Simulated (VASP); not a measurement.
Here is the system:

```xyz
2
Lattice="2.8694 0.0000 0.0000 0.0000 2.8694 0.0000 0.0000 0.0000 2.8694" Properties=species:S:1:pos:R:3 pbc="T T T"
Zn     1.4347     1.4347     1.4347
Cu     0.0000     0.0000     0.0000
```

Computed with LDA (Ceperley-Alder, Perdew-Zunger), VASP's LDA PAW potentials (set 64) (plane waves; VASP). Run with 400 eV cut-off, 11×11×11 Γ-centred mesh, first-order Methfessel-Paxton smearing of 0.10 eV, potentials Zn Cu.

Q: Predict the energy per atom (σ→0), band gap (on the k-mesh) with the smallest direct gap where there is one.

A: 
| Quantity | Result |
|---|---|
| band gap (on the k-mesh) | none (metal, semimetal or under 0.01 eV) |
| energy per atom (σ→0) | -3.401 eV/atom |

The absolute energy has meaning only against runs of the same code, potentials and settings.

The compound is CuZn in the CsCl type structure. It was relaxed first, which changed the volume by -8 %. The start is the result of an earlier pass. The electron count is odd and the run is not spin-polarised, which forces a metal.
